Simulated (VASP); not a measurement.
Given:

```
CELL_PARAMETERS angstrom
      0.00000     2.71421     2.71421
      2.71421     0.00000     2.71421
     10.88836    10.88836    -0.03151
ATOMIC_POSITIONS crystal
  Sr 0.00000 0.00000 0.00000
  O  0.51549 0.51549 0.11338
  O  0.50522 0.50522 0.37109
  O  0.49478 0.49478 0.62891
  O  0.48451 0.48451 0.88662
  Ba 0.01042 0.01042 0.24219
  Ba 0.00000 0.00000 0.50000
  Ba 0.98958 0.98958 0.75781
```

Calculation: PBEsol GGA, VASP's PBE PAW potentials (set 64) (plane waves; VASP 6.6.1). Run with 520 eV cut-off, Gaussian smearing of 0.050 eV, potentials Sr_sv O Ba_sv.

Unless said otherwise, spin-orbit coupling is left out, though it shifts the bands of the heavy elements here.

Question: What does the run give for the band gap (along the path) with the smallest direct gap where there is one?

Answer: 
| Quantity | Value |
|---|---|
| band gap (along the path) | 2.10 eV |
| smallest direct gap (along the path) | 2.10 eV |

Total energies compare only between runs with the same potentials, cut-off and functional.

The structure was generated: Ba3SrO4 was put into an ordered model structure (R-3m), which need not be its known phase. It was relaxed first.
